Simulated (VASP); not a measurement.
An input for Quantum ESPRESSO's pw.x (written as the equivalent of a VASP run, and not itself run):

```
&CONTROL
  calculation = 'scf'
  pseudo_dir = './pseudo'
  outdir = './out'
  tprnfor = .true.
  tstress = .true.
/
&SYSTEM
  ibrav = 0
  nat = 4
  ntyp = 2
  ecutwfc = 84
  occupations = 'tetrahedra'
  input_dft = 'vdw-df-ob86'
/
&ELECTRONS
  conv_thr = 7.3e-09
  electron_maxstep = 100
/
ATOMIC_SPECIES
  Ti 47.867 Ti.upf
  Pt 195.084 Pt.upf
CELL_PARAMETERS angstrom
     3.9267730    0.0000000    0.0000000
     0.0000000    3.9267730    0.0000000
     0.0000000    0.0000000    3.9267730
ATOMIC_POSITIONS crystal
  Ti   0.0000000  0.0000000  0.0000000
  Pt   0.0000000  0.5000000  0.5000000
  Pt   0.5000000  0.0000000  0.5000000
  Pt   0.5000000  0.5000000  0.0000000
K_POINTS automatic
  9 9 9 0 0 0
```

### Question
Translate this input to VASP (INCAR, KPOINTS, POSCAR, choice of POTCAR).

### Answer
One answer among several that fit: 
### POSCAR
```
Pt3Ti
1
    3.9267730392     0.0000000000     0.0000000000
    0.0000000000     3.9267730392     0.0000000000
    0.0000000000     0.0000000000     3.9267730392
Ti Pt
1 3
Direct
  0.0000000000   0.0000000000   0.0000000000
  0.0000000000   0.5000000000   0.5000000000
  0.5000000000   0.0000000000   0.5000000000
  0.5000000000   0.5000000000   0.0000000000
```

**KPOINTS**
```
kpoints
0
Gamma
  9 9 9
```

**INCAR**
```
# general
SYSTEM  =Pt3Ti
PREC    =Accurate
ENCUT   =520   # plane-wave cut-off (eV)
LREAL   =.FALSE.   # projection in real space or not
LASPH   =.TRUE.   # aspherical one-centre terms

# electronic loop
EDIFF   =1E-7   # SCF stop (eV)
NELM    =100   # most electronic steps
ALGO    =Normal   # blocked Davidson
LMAXMIX =6   # l cut-off of mixed one-centre charges

# smearing
ISMEAR  =-5   # tetrahedra, Bloechl

# functional
GGA     =MK
LUSE_VDW=.TRUE.
AGGAC   =0.0
PARAM1  =0.1234
PARAM2  =1.0

# ions
ISIF    =2

# output
LWAVE   =.FALSE.
LCHARG  =.TRUE.
LORBIT  =11   # lm-projected
NEDOS   =601   # DOS grid

# other
LEFG    =.TRUE.
```

POTCAR, in this order: Ti_sv Pt (PBE.64 set). Program: vasp_std.

What does not carry over: the potentials are each code's own (VASP's PAW set, PseudoDojo norm-conserving files in pw.x), so ENCUT and ecutwfc are chosen apart and not converted; conv_thr bounds pw.x's estimated SCF error, while EDIFF bounds the energy change between steps; the field gradients of LEFG aren't asked of the other code.

The compound is Pt3Ti in the L1_2 structure. It was relaxed first.
